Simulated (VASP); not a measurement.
Method: PBE GGA, VASP's PBE PAW potentials (set 64) (plane waves; VASP).

Input for VASP

File POSCAR:
```
PbF2
1
    0.0000000000     2.9700000000     2.9700000000
    2.9700000000     0.0000000000     2.9700000000
    2.9700000000     2.9700000000     0.0000000000
Pb F
1 2
Direct
  0.0000000000   0.0000000000   0.0000000000
  0.2500000000   0.2500000000   0.2500000000
  0.7500000000   0.7500000000   0.7500000000
```

INCAR:
```
ALGO  =  Normal
AMIX  =  0.6
BMIX  =  3.0
EDIFF  =  1E-6
ENCUT  =  520
GGA  =  PE
IMIX  =  1
ISIF  =  2
ISMEAR  =  0
LASPH  =  .TRUE.
LCHARG  =  .FALSE.
LMAXMIX  =  4
LREAL  =  .FALSE.
LWAVE  =  .FALSE.
NELM  =  100
PREC  =  Accurate
SIGMA  =  0.05
SYSTEM  =  PbF2
```

**KPOINTS**
```
Automatic mesh
0
Gamma
6 6 6
0 0 0
```

POTCAR, in this order: Pb_d F (PBE.64 set). Program: vasp_std.

Output of the run:

**OSZICAR**
```
       N       E                     dE             d eps       ncg     rms          rms(c)
DAV:   1     0.303045864937E+03    0.30305E+03   -0.15452E+04   576   0.179E+03
DAV:   2     0.607562686387E+01   -0.29697E+03   -0.28659E+03   694   0.458E+02
DAV:   3    -0.156634343855E+02   -0.21739E+02   -0.21579E+02   660   0.141E+02
DAV:   4    -0.162634726189E+02   -0.60004E+00   -0.59926E+00   610   0.247E+01
DAV:   5    -0.162870217217E+02   -0.23549E-01   -0.23548E-01   674   0.482E+00    0.801E+00
DAV:   6    -0.144900487661E+02    0.17970E+01   -0.77907E+00   750   0.229E+01    0.279E+00
DAV:   7    -0.143840200781E+02    0.10603E+00   -0.31796E-01   604   0.398E+00    0.170E+00
DAV:   8    -0.143401983793E+02    0.43822E-01   -0.23261E-02   774   0.167E+00    0.112E+00
DAV:   9    -0.143265094121E+02    0.13689E-01   -0.13228E-02   598   0.111E+00    0.767E-01
DAV:  10    -0.143244893973E+02    0.20200E-02   -0.57921E-03   686   0.736E-01    0.539E-01
DAV:  11    -0.143261281004E+02   -0.16387E-02   -0.23054E-03   586   0.489E-01    0.383E-01
DAV:  12    -0.143286297392E+02   -0.25016E-02   -0.13876E-03   612   0.364E-01    0.278E-01
DAV:  13    -0.143310789236E+02   -0.24492E-02   -0.70129E-04   576   0.260E-01    0.204E-01
DAV:  14    -0.143331472129E+02   -0.20683E-02   -0.40546E-04   580   0.192E-01    0.153E-01
DAV:  15    -0.143347869941E+02   -0.16398E-02   -0.24798E-04   580   0.142E-01    0.116E-01
DAV:  16    -0.143360376087E+02   -0.12506E-02   -0.15555E-04   584   0.105E-01    0.886E-02
DAV:  17    -0.143369666541E+02   -0.92905E-03   -0.10323E-04   582   0.793E-02    0.688E-02
DAV:  18    -0.143376431545E+02   -0.67650E-03   -0.69840E-05   576   0.602E-02    0.540E-02
DAV:  19    -0.143381277107E+02   -0.48456E-03   -0.48108E-05   586   0.465E-02    0.428E-02
DAV:  20    -0.143384698437E+02   -0.34213E-03   -0.33372E-05   582   0.362E-02    0.342E-02
DAV:  21    -0.143387084122E+02   -0.23857E-03   -0.23135E-05   576   0.286E-02    0.276E-02
DAV:  22    -0.143388729397E+02   -0.16453E-03   -0.15961E-05   586   0.229E-02    0.224E-02
DAV:  23    -0.143389853550E+02   -0.11242E-03   -0.10931E-05   582   0.185E-02    0.183E-02
DAV:  24    -0.143390615737E+02   -0.76219E-04   -0.74292E-06   576   0.151E-02    0.149E-02
DAV:  25    -0.143391129475E+02   -0.51374E-04   -0.50075E-06   560   0.123E-02    0.123E-02
DAV:  26    -0.143391474283E+02   -0.34481E-04   -0.33738E-06   554   0.102E-02    0.101E-02
DAV:  27    -0.143391705134E+02   -0.23085E-04   -0.22588E-06   528   0.850E-03    0.835E-03
DAV:  28    -0.143391859484E+02   -0.15435E-04   -0.15137E-06   528   0.711E-03    0.690E-03
DAV:  29    -0.143391962671E+02   -0.10319E-04   -0.10121E-06   502   0.594E-03    0.571E-03
DAV:  30    -0.143392031691E+02   -0.69020E-05   -0.67796E-07   468   0.500E-03    0.473E-03
DAV:  31    -0.143392077913E+02   -0.46222E-05   -0.45699E-07   440   0.422E-03    0.392E-03
DAV:  32    -0.143392108923E+02   -0.31010E-05   -0.30804E-07   428   0.355E-03    0.325E-03
DAV:  33    -0.143392129771E+02   -0.20848E-05   -0.20674E-07   428   0.297E-03    0.270E-03
DAV:  34    -0.143392143803E+02   -0.14032E-05   -0.13934E-07   432   0.248E-03    0.224E-03
DAV:  35    -0.143392153264E+02   -0.94611E-06   -0.94821E-08   432   0.207E-03
   1 F= -.14339215E+02 E0= -.14339215E+02  d E =-.477549E-14
```

File OUTCAR:
```
------------------------ aborting loop because EDIFF is reached ----------------------------------------
  FORCE on cell =-STRESS in cart. coord.  units (eV):
  Direction    XX          YY          ZZ          XY          YZ          ZX
  --------------------------------------------------------------------------------------
  Total        0.6527193      0.6527193      0.6527193      0.0000000     -0.0000000      0.0000000
  in kB       19.9589512     19.9589512     19.9589512      0.0000000     -0.0000000      0.0000000
  external PRESSURE =      19.9589512 kB  Pullay stress =       0.0000000 kB
  volume of cell :       52.40
      direct lattice vectors                 reciprocal lattice vectors
     0.000000000  2.970000000  2.970000000    -0.168350168  0.168350168  0.168350168
     2.970000000  0.000000000  2.970000000     0.168350168 -0.168350168  0.168350168
     2.970000000  2.970000000  0.000000000     0.168350168  0.168350168 -0.168350168
 POSITION                                       TOTAL-FORCE (eV/Angst)
 -----------------------------------------------------------------------------------
      0.00000      0.00000      0.00000        -0.000000     -0.000000     -0.000000
      1.48500      1.48500      1.48500         0.000000     -0.000000     -0.000000
      4.45500      4.45500      4.45500        -0.000000      0.000000      0.000000
 -----------------------------------------------------------------------------------
    total drift:                                0.000000     -0.000000      0.000000
  FREE ENERGIE OF THE ION-ELECTRON SYSTEM (eV)
  ---------------------------------------------------
  free  energy   TOTEN  =       -14.3392153264 eV

  energy  without entropy=      -14.3392153264  energy(sigma->0) =      -14.33921533
```
(Selected blocks of OUTCAR.)

File OUTCAR:
```
 val. band max:        1.7888750983   @ k =  -0.3333   0.3333   0.1667

 cond. band min:       6.2268856247   @ k =   0.5000   0.5000   0.0000


 Fermi energy:         2.0509429659

 k-point     1 :       0.0000    0.0000    0.0000
  band No.  band energies     occupation
      1     -19.2356      2.00000
      2     -18.6258      2.00000
      3     -12.6205      2.00000
      4     -12.6205      2.00000
      5     -12.6205      2.00000
      6     -12.5666      2.00000
      7     -12.5666      2.00000
      8      -2.8365      2.00000
      9      -0.6227      2.00000
     10      -0.6227      2.00000
     11      -0.6227      2.00000
     12      -0.1279      2.00000
     13      -0.1279      2.00000
     14      -0.1279      2.00000
     15       8.5785      0.00000
     16       8.5785      0.00000
     17       8.5785      0.00000
     18      12.4314      0.00000

 k-point     2 :       0.1667    0.0000    0.0000
  band No.  band energies     occupation
      1     -19.1840      2.00000
      2     -18.6726      2.00000
      3     -12.6109      2.00000
      4     -12.6109      2.00000
      5     -12.5675      2.00000
      6     -12.5657      2.00000
      7     -12.5657      2.00000
      8      -3.2476      2.00000
      9      -0.8076      2.00000
     10      -0.6741      2.00000
     11      -0.6741      2.00000
     12      -0.1702      2.00000
     13      -0.1701      2.00000
     14       0.5024      2.00000
     15       7.7811      0.00000
     16       8.7938      0.00000
     17       8.7938      0.00000
     18      13.8264      0.00000

 k-point     3 :       0.3333    0.0000    0.0000
  band No.  band energies     occupation
      1     -19.0621      2.00000
      2     -18.7812      2.00000
      3     -12.6040      2.00000
      4     -12.6040      2.00000
      5     -12.5513      2.00000
      6     -12.5513      2.00000
      7     -12.4659      2.00000
      8      -3.8435      2.00000
      9      -1.0465      2.00000
...
```

Unless said otherwise, spin-orbit coupling is left out, though it shifts the bands of the heavy elements here.

The compound is PbF2 in the fluorite structure, the β form. The cell was not relaxed at this level. The run is one of a series of settings (AMIX = 0.6, BMIX = 3.0, IMIX = 1 against the base run), some of them coarse on purpose.
